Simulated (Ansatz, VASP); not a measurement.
**C (Diamond) in two plane-wave programs**

Aim: how closely do two programs agree when they are given the same cell, functional and k mesh?

Calculated with Ansatz 0.2.0; plane waves, with VASP 6.6.1 beside it; relaxation of cell and atoms at r2SCAN.

## Step 1: Starting point

Symmetry: Fd-3m, No. 227, cubic system. The conventional cell has a = 3.567 Å, b = 3.567 Å, c = 3.567 Å, α = 90.00°, β = 90.00°, γ = 90.00°. Nearest to C lie 4 C at 1.54 Å.

Structure file:

```cif
data_structure
_symmetry_space_group_name_H-M 'Fd-3m:1'
_symmetry_Int_Tables_number 227
_cell_length_a 3.5667
_cell_length_b 3.5667
_cell_length_c 3.5667
_cell_angle_alpha 90.000
_cell_angle_beta 90.000
_cell_angle_gamma 90.000
_cell_volume 45.37
loop_
_atom_site_label
_atom_site_type_symbol
_atom_site_symmetry_multiplicity
_atom_site_Wyckoff_symbol
_atom_site_fract_x
_atom_site_fract_y
_atom_site_fract_z
_atom_site_occupancy
C1 C 8 b 0.00000 0.00000 0.50000 1
```

## Step 2: VASP: relaxation of cell and atoms, r2SCAN

The relaxed volume is the usual yardstick between codes: its relative difference is about their pressure difference at one cell divided by the bulk modulus.

Lines of VASP's logs that name or quote its potential files are left out, and so is its time.

INCAR

```
SYSTEM = C
PREC = Accurate
ENCUT = 560
EDIFF = 1E-06
NELM = 100
ISMEAR = -1
SIGMA = 0.05
LREAL = .FALSE.
ALGO = Normal
METAGGA = R2SCAN
LASPH = .TRUE.
NBANDS = 10
LORBIT = 11
LWAVE = .FALSE.
LCHARG = .FALSE.
KPAR = 2
IBRION = 2
NSW = 60
ISIF = 3
EDIFFG = -0.01
```

POSCAR

```
C
1.0
    0.0000000000      1.7833700000      1.7833700000
    1.7833700000      0.0000000000      1.7833700000
    1.7833700000      1.7833700000      0.0000000000
C
2
Direct
    0.0000000000      0.0000000000      0.0000000000
    0.2500000000      0.2500000000      0.2500000000
```

KPOINTS

```
Automatic mesh
0
Gamma
11 11 11
0 0 0
```

Potentials, in the order of the species: C (PBE family, release 64).

Run with:

```
$ mpirun -np 2 vasp_std
```

Numbers of over 12 decimals in the logs are rounded to 6 here.

Output:

```text
[banner, memory and clock lines left out]
running    2 mpi-ranks, on    1 nodes
 distrk:  each k-point on    1 cores,    2 groups
 distr:  one band on    1 cores,    1 groups

 POSCAR found type information on POSCAR C
 POSCAR found :  1 types and       2 ions
|                                                                             |
|               ----> ADVICE to this user running VASP <----                  |
|                                                                             |
|     You enforced a specific xc type in the INCAR file but a different       |
|     [... a line on the potential file left out ...]
|     I HOPE YOU KNOW WHAT YOU ARE DOING!                                     |
|                                                                             |

 LDA part: xc-table for (None), standard interpolation
 POSCAR, INCAR and KPOINTS ok, starting setup
 FFT: planning ... GRIDC
 FFT: planning ... GRID_SOFT
 FFT: planning ... GRID
 WAVECAR not read
 entering main loop
       N       E                     dE             d eps       ncg     rms          rms(c)
DAV:   1    -0.342981013834E+00   -0.34298E+00   -0.53089E+03  1138   0.869E+02
DAV:   2    -0.215781514683E+02   -0.21235E+02   -0.20544E+02  1514   0.135E+02
DAV:   3    -0.219467572174E+02   -0.36861E+00   -0.36745E+00  1346   0.148E+01
DAV:   4    -0.219474412707E+02   -0.68405E-03   -0.68401E-03  1230   0.714E-01
DAV:   5    -0.219474421327E+02   -0.86203E-06   -0.86201E-06  1262   0.248E-02    0.511E+00
DAV:   6    -0.197555487866E+02    0.21919E+01   -0.26431E-01  1232   0.407E+00    0.381E+00
DAV:   7    -0.196586716550E+02    0.96877E-01   -0.25800E-01  1218   0.392E+00    0.758E-01
DAV:   8    -0.196595533027E+02   -0.88165E-03   -0.36436E-03  1248   0.573E-01    0.397E-01
DAV:   9    -0.196599088880E+02   -0.35559E-03   -0.15656E-04  1188   0.159E-01    0.121E-02
DAV:  10    -0.196599092136E+02   -0.32555E-06   -0.28491E-06  1340   0.148E-02
   1 F= -.19659909E+02 E0= -.19659909E+02  d E =-.196599E+02
 curvature:   0.00 expect dE= 0.000E+00 dE for cont linesearch  0.000E+00
 trial: gam= 0.00000 g(F)=  0.331E-48 g(S)=  0.105E-02 ort = 0.000E+00 (trialstep = 0.100E+01)
 search vector abs. value=  0.105E-02
 bond charge predicted
       N       E                     dE             d eps       ncg     rms          rms(c)
DAV:   1    -0.196596696345E+02    0.23925E-03   -0.19182E-02  1206   0.123E+00    0.112E-01
DAV:   2    -0.196598330323E+02   -0.16340E-03   -0.37367E-04  1170   0.179E-01    0.737E-02
DAV:   3    -0.196597939028E+02    0.39129E-04   -0.78314E-05  1188   0.697E-02    0.774E-03
DAV:   4    -0.196597950424E+02   -0.11396E-05   -0.12845E-06  1184   0.115E-02    0.261E-03
DAV:   5    -0.196597954494E+02   -0.40699E-06   -0.51752E-08   572   0.256E-03
   2 F= -.19659795E+02 E0= -.19659795E+02  d E =0.113764E-03
 trial-energy change:    0.000114  1 .order    0.000138   -0.001051    0.001328
 step:   0.4572(harm=  0.4420)  dis= 0.00000  next Energy=   -19.660152 (dE=-0.243E-03)
 bond charge predicted
       N       E                     dE             d eps       ncg     rms          rms(c)
DAV:   1    -0.196601211357E+02   -0.32609E-03   -0.55809E-03  1198   0.661E-01    0.606E-02
DAV:   2    -0.196601720980E+02   -0.50962E-04   -0.11037E-04  1166   0.971E-02    0.399E-02
DAV:   3    -0.196601567277E+02    0.15370E-04   -0.22652E-05  1184   0.375E-02    0.426E-03
DAV:   4    -0.196601564249E+02    0.30281E-06   -0.37072E-07   708   0.624E-03
   3 F= -.19660156E+02 E0= -.19660156E+02  d E =-.247211E-03
 curvature:  -0.22 expect dE=-0.192E-07 dE for cont linesearch -0.192E-07
 trial: gam= 0.00000 g(F)=  0.168E-46 g(S)=  0.868E-07 ort =-0.955E-05 (trialstep = 0.891E+00)
 search vector abs. value=  0.869E-07
 reached required accuracy - stopping structural energy minimisation
```

Parts of OUTCAR (step 2):

```text
ion  position               nearest neighbor table
   1  0.000  0.000  0.000-   2 1.54   2 1.54   2 1.54   2 1.54
   2  0.250  0.250  0.250-   1 1.54   1 1.54   1 1.54   1 1.54

  LATTYP: Found a face centered cubic cell.
 ALAT       =     3.5667400000

 Subroutine GETGRP returns: Found 48 space group operations
 (whereof 24 operations were pure point group operations)

The static configuration has the point symmetry T_d .
 The point group associated with its full space group is O_h .

 Found     56 irreducible k-points:

   k-points           NKPTS =     56   k-points in BZ     NKDIM =     56   number of bands    NBANDS=     10

   dimension x,y,z NGX =    20 NGY =   20 NGZ =   20
   dimension x,y,z NGXF=    40 NGYF=   40 NGZF=   40

   ENCUT  =  560.0 eV  41.16 Ry    6.42 a.u.   4.87  4.87  4.87*2*pi/ulx,y,z

   NELECT =       8.0000    total number of electrons

 k-points in reciprocal lattice and weights: Automatic mesh
   0.00000000  0.00000000  0.00000000       0.001
   0.09090909  0.00000000  0.00000000       0.006
   0.18181818  0.00000000  0.00000000       0.006
   0.27272727  0.00000000  0.00000000       0.006
   0.36363636  0.00000000  0.00000000       0.006
   0.45454545  0.00000000  0.00000000       0.006
   0.09090909  0.09090909  0.00000000       0.005
   0.18181818  0.09090909  0.00000000       0.018
   0.27272727  0.09090909  0.00000000       0.018
[...]
-0.36363636  0.45454545  0.18181818       0.018
  -0.27272727  0.45454545  0.18181818       0.018

 average (electrostatic) potential at core
       1 -47.3865       2 -47.3865

 E-fermi :  10.8238

 k-point     1 :       0.0000    0.0000    0.0000
  band No.  band energies     occupation
      1     -12.9801      2.00000
      2       9.7703      2.00000
      3       9.7703      2.00000
      4       9.7703      2.00000
      5      15.6168      0.00000
      6      15.6168      0.00000
      7      15.6168      0.00000
      8      23.6838      0.00000
      9      30.2198      0.00000
    ...

 k-point     2 :       0.0909    0.0000    0.0000
  band No.  band energies     occupation
      1     -12.7405      2.00000
      2       8.2361      2.00000
      3       9.3652      2.00000
      4       9.3652      2.00000
      5      16.1485      0.00000
      6      16.1485      0.00000
      7      16.5000      0.00000
      8      23.9223      0.00000
      9      30.6238      0.00000
    ...

 k-point     3 :       0.1818    0.0000    0.0000
  band No.  band energies     occupation
      1     -12.0252      2.00000
      2       5.2107      2.00000
      3       8.5283      2.00000
      4       8.5283      2.00000
      5      17.2408      0.00000
      6      17.2408      0.00000
      7      17.7055      0.00000
      8      24.5990      0.00000
      9      31.3976      0.00000
    ...

  Total        0.0010952      0.0010952      0.0010952      0.0000000      0.0000000      0.0000000
  in kB        0.1553077      0.1553077      0.1553077      0.0000000      0.0000000      0.0000000
  external PRESSURE =       0.1553077 kB  Pullay stress =       0.0000000 kB

  energy-cutoff  :      560.00
  volume of cell :       11.30
      direct lattice vectors                 reciprocal lattice vectors
    -0.000000000  1.780999490  1.780999490    -0.280741237  0.280741237  0.280741237
     1.780999490 -0.000000000  1.780999490     0.280741237 -0.280741237  0.280741237
     1.780999490  1.780999490  0.000000000     0.280741237  0.280741237 -0.280741237

 POSITION                                       TOTAL-FORCE (eV/Angst)
 -----------------------------------------------------------------------------------
      0.00000      0.00000      0.00000         0.000000      0.000000     -0.000000
      0.89050      0.89050      0.89050        -0.000000     -0.000000      0.000000
 -----------------------------------------------------------------------------------
    total drift:                                0.000000      0.000000      0.000000

  FREE ENERGIE OF THE ION-ELECTRON SYSTEM (eV)
  ---------------------------------------------------
  free  energy   TOTEN  =       -19.6601564249 eV

  energy  without entropy=      -19.6601564249  energy(sigma->0) =      -19.66015642

 reached required accuracy - stopping structural energy minimisation

 total charge
# of ion       s       p       d       tot
------------------------------------------
    1        0.845   1.743   0.000   2.588
    2        0.845   1.743   0.000   2.588
--------------------------------------------------
tot          1.690   3.486   0.000   5.175

[... 3 further parts left out ...]
```

CONTCAR:

```
C
   1.00000000000000
    -0.0000000000000000    1.7809994896737433    1.7809994896737433
     1.7809994896737433   -0.0000000000000000    1.7809994896737433
     1.7809994896737433    1.7809994896737433    0.0000000000000000
  C
     2
Direct
     0.0000000000000000    0.0000000000000000    0.0000000000000000
     0.2500000000000000    0.2500000000000000    0.2500000000000000
```

## Step 3: Ansatz: relaxation of cell and atoms, r2SCAN

Ansatz runs on its default PAW (the set named soft_2) files.

The same cell, functional, mesh and smearing now go to Ansatz, which takes its cutoff from its data sets.

input.yaml

```yaml
crystal:
  lattice:
    - [0.0, 1.78337, 1.78337]
    - [1.78337, 0.0, 1.78337]
    - [1.78337, 1.78337, 0.0]
  atoms:
    - { symbol: C, position: [0.0, 0.0, 0.0] }
    - { symbol: C, position: [0.25, 0.25, 0.25] }
hamiltonian:
  xc: r2scan
  pseudopotentials: { kind: paw }
kpoints:
  mp_grid: { grid: [11, 11, 11] }
scf:
  occupations: { method: fermi_dirac, width: 0.05 }
relax:
  f_tol: 0.01
  max_steps: 60
  cell: { stress_tol: 0.05 }
output:
  forces: true
  stress: true
```

Run with:

```
$ ansatz run input.yaml --threads 4 --pin off --max-ram 9216MiB --backend cpu --events-out ev --progress --plain --runs-dir out
```

Output:

```text
Engine: ansatz 0.2.0, x86_64-unknown-linux-gnu
Pseudopotentials: kind: paw
Pseudopotential: C, paw, valence charge 4, recommended cutoff 500 eV (meta_gga), C.paw.azcp
Functional definition: r2SCAN
  parameter k0 = 0.174
  parameter k1 = 0.065
  parameter a1 = 4.9479
  exchange = r2scan_x(k0 = k0, k1 = k1, a1 = a1)
  correlation = r2scan_c
Crystal: 2 atoms, lattice volume = 11.344 Å³
Basis set: ecut = 500 eV, 283 PW (Γ), exchange–correlation on 80×80×80 points (64 copies of the dense FFT grid, shifted against one another)
Bands: 8, of which v1, the nominal top of the filled ones, is band 4 counted from 1 (3 counted from 0)
Symmetry: 48 space group operations
Space group: Fd-3m (ITA 227), of the structure as read, at distance tolerance 2.2e-5 Å
k-points: 56 of 1331
Non-local potential: C, projectors of the file, l = 0: 2, l = 1: 2, l = 2: 1
PAW form: soft (Blöchl's): semilocal exchange-correlation on the pseudo side does not see the compensation charge
PAW frozen core: C, regenerated for the run's functional (the file was generated under x = pbe(κ = 0.804, μ = 0.219515), c = pbe(β = 0.066725))
PAW one-centre angular grid: C, 302 points (default); XC on 239 of its mesh's 2573 points in the sphere
Initial density: superposition of atomic densities (neutral atoms: chi_scale 0, normalization atom), corrected by the library's trained network
Initial wavefunctions: pseudopotential atomic-orbital guess
Functional: x = r2scan, c = r2scan; τ floored in thin density (d = 2e-4 eV/Å³)
SCF iter   1: F=—  HF=-503.055265 eV  |F-HF|=—  |Δ(HF+E_count)|=         —  Δρ=8.85e-3  dr2=2.39e-3  dr2_τ=3.81e-1  ethr=1.77e-3  ⟨swp⟩=5.0  Hψ=3002  notcnv=0
preconditioner: auto → none  [insulator: Δε(μ)=4.290 eV  Ē_g=20.784 eV  σ=0.050 eV  W_gap=1.00  n_scr=0 (ndim 8)  ℏωp=31.2 eV  f_vac=0.000  D(μ)=0.00/eV (n_scr^D=0)  ε∞_Penn≈3.3]
SCF iter   2: F=—  HF=-503.110984 eV  |F-HF|=—  |Δ(HF+E_count)|=   5.57e-2  Δρ=5.57e-3  dr2=9.73e-4  dr2_τ=5.75e-5  ethr=2.98e-5  ⟨swp⟩=2.0  Hψ=1344  notcnv=0
SCF iter   3: F=—  HF=-503.111010 eV  |F-HF|=—  |Δ(HF+E_count)|=   2.62e-5  Δρ=1.87e-3  dr2=1.18e-4  dr2_τ=1.62e-5  ethr=1.22e-5  ⟨swp⟩=2.0  Hψ=639  notcnv=0
SCF iter   4: F=—  HF=-503.111043 eV  |F-HF|=—  |Δ(HF+E_count)|=   3.33e-5  Δρ=3.84e-4  dr2=4.98e-6  dr2_τ=3.20e-7  ethr=1.47e-6  ⟨swp⟩=1.4  Hψ=509  notcnv=0
SCF iter   5: F=—  HF=-503.111043 eV  |F-HF|=—  |Δ(HF+E_count)|=   8.64e-8  Δρ=9.16e-5  dr2=2.86e-7  dr2_τ=3.11e-8  ethr=6.22e-8  ⟨swp⟩=1.6  Hψ=533  notcnv=0
SCF iter   6: F=-503.111044 eV  HF=-503.111044 eV  |F-HF|=8.51e-10  |Δ(HF+E_count)|=   1.71e-7  Δρ=5.61e-6  dr2=1.02e-9  dr2_τ=1.46e-10  ethr=1.25e-9  ⟨swp⟩=4.1  Hψ=1351  notcnv=0
SCF 1 converged in 6 iterations: F = -503.111044 eV  dr2 = 1.02e-9
  greatest PAW one-centre occupation: 0.658 electrons in one spin orbital (limit 2), on the C atom at site 1 (counted from 0), in its partial waves of l = 0
relax step   1: F+E_penalty+E_count = -503.11104356 eV  Δ(F+E_penalty+E_count) = +0.000e0 eV  max|allowed force component| = 2.776e-17 eV/Å  Δτ_max = 0.0000 Å  P = -2.422 GPa  Ω = 11.344 Å³  (6 SCF iters, dr2 threshold 1.00e-7 eV, accepted)
[...]
relax step   2: F+E_penalty+E_count = -503.11145743 eV  Δ(F+E_penalty+E_count) = -4.139e-4 eV  max|allowed force component| = 1.850e-16 eV/Å  Δτ_max = 0.0000 Å  P = -0.942 GPa  Ω = 11.306 Å³  energy of the carried Pulay correction = +1.772e-5 eV  (3 SCF iters, dr2 threshold 2.00e-7 eV, accepted)
[...]
relax step   3: F+E_penalty+E_count = -503.11153913 eV  Δ(F+E_penalty+E_count) = -8.170e-5 eV  max|allowed force component| = 5.782e-17 eV/Å  Δτ_max = 0.0000 Å  P = +0.003 GPa  Ω = 11.282 Å³  energy of the carried Pulay correction = +2.897e-5 eV  (3 SCF iters, dr2 threshold 2.00e-7 eV, accepted)
[...]
relax step   4: F+E_penalty+E_count = -503.11150551 eV  Δ(F+E_penalty+E_count) = +3.362e-5 eV  max|allowed force component| = 9.252e-17 eV/Å  Δτ_max = 0.0000 Å  P = +0.006 GPa  Ω = 11.282 Å³  stress off target by 6.20e-3 GPa  SCF on the basis re-selected at this cell (its energy is not comparable with the rows above)  (3 SCF iters)
basis re-selected at this cell: Δ(F+E_penalty+E_count) = +3.362e-5 eV, ΔP = +0.003 GPa vs the last step (what re-selecting the basis moved, of the pressure what is left beyond the Pulay correction that the steps carried, after the strain that the cell walked since its last selection, with what the two solves' SCF thresholds leave and, on support functions, any second-order correction that the steps lacked; it is no m [...]
SCF converged after 3 iterations
Free energy (F): -503.111506 eV
Harris-Foulkes:  -503.111506 eV  (|F-HF|=4.29e-11)
Internal energy: -503.111506 eV  (E = F + TS)
E sigma→0 (E₀):  -503.111506 eV
Fermi energy:    15.549960 eV
--- Per-component energies (eV) ---
  E_band       = 30.778782
  E_kinetic    = 184.519486
  E_local      = -120.752066  (includes V_loc(G=0)·N_el)
  E_nonlocal   = 52.587043
  E_hartree    = 26.605682
  E_xc         = -95.961523
  E_vxc        = -132.608682  (∫ρ·V_xc dr)
  E_paw        = -201.467985  (= ΣΔE_a)
  E_vpaw       = -13.175473  (= ΣTr[D̂ρ^β])
  E_aug_tail   = 0.000008  (compensation charges beyond the density's cutoff)
  E_vtau       = 6.997115  (kinetic-family band-sum trace: ∫τ·v_τ [+ j·A + Jᵃ·Aᵃ] dr)
  E_ewald      = -348.592602
  E_core_change = -0.049547  (= ΣΔE_core)
  E_smearing   = -0.000000  (= −TS)
  E_closure    = -0.000000  (closes the sum)
  Σ components = -503.111506   (vs F -503.111506, Δ=0.00e0)
--- Forces (eV/Å), atoms counted from 1 ---
  atom   1  C      0.00000000     0.00000000    -0.00000000
  atom   2  C     -0.00000000    -0.00000000     0.00000000
  max |Σ_I F_I| component: 1.85e-16 eV/Å
--- Stress (GPa, compression-positive) ---
        0.006201      -0.000000      -0.000000
       -0.000000       0.006201      -0.000000
       -0.000000      -0.000000       0.006201
  P = ⅓ Tr σ = 0.0062 GPa (0.062 kbar)
--- Relaxed structure (3 steps of the walk, 3 accepted, 1 SCFs on fresh bases) ---
  F+E_penalty+E_count = -503.11150551 eV   max|allowed force component| = 9.252e-17 eV/Å   (the final SCF, on the basis selected at the relaxed cell)
  cell:  # Å, volume = 11.2822 Å³
    - [0, 1.780141, 1.780141]
    - [1.780141, 0, 1.780141]
    - [1.780141, 1.780141, 0]
  atoms:
    - { symbol: C, position: [0, 0, 0] }
    - { symbol: C, position: [0.25, 0.25, 0.25] }
```

Wall time 0.88 s (4 threads of Intel Xeon Platinum 8488C (Sapphire Rapids), shared host); peak memory 0.36 GiB; 2.4 s of CPU time.

## Step 4: Comparison

Known differences besides the potentials themselves: VASP keeps PBE cores, Ansatz makes them for the functional; both relaxations stop at a tolerance, which leaves soft axes loose, and VASP keeps its plane-wave basis; the cutoff is 500 eV in Ansatz and 560 eV in VASP; Ansatz adds a Pulay correction to the stress that steers its cell, VASP none. Total energies have different zeros and are not compared.

The two programs side by side:

```csv
quantity,Ansatz,VASP,difference
volume (Å³),11.28,11.30,-0.14 %
"edge a after relaxation, in the typed setting (Å)",2.518,2.519,-0.05 %
```

The walks stopped with 0.01 GPa left in Ansatz and 0.02 GPa in VASP; each walk ends within a tolerance, so the volume difference is uncertain by about these residues over the bulk modulus, most in soft cells.

## Step 5: Outcome

| Quantity | Value |
| --- | --- |
| difference in volume (relaxation of cell and atoms, r2SCAN) | -0.14 % |

What this shows: The difference in volume is -0.14 % (relaxation of cell and atoms, r2SCAN), within the 1.2 % picked in this series as the mark of a large difference, as far as the stopping tolerances let one tell. How closely two codes agree says nothing of how well the functional describes the real material.

[Lines on the potential files, build, host, timing and source positions are cut from VASP's logs without a mark.]

[Logs are printed without paths, hosts, clocks, repeated set-up lines and the standing remarks that a program may print on its own settings, such as how far it seeks lower states.]

[Hosts, paths, dates, database ids (printed as entryN), source tags and the programs' standing remarks are cut or masked in the printed files.]
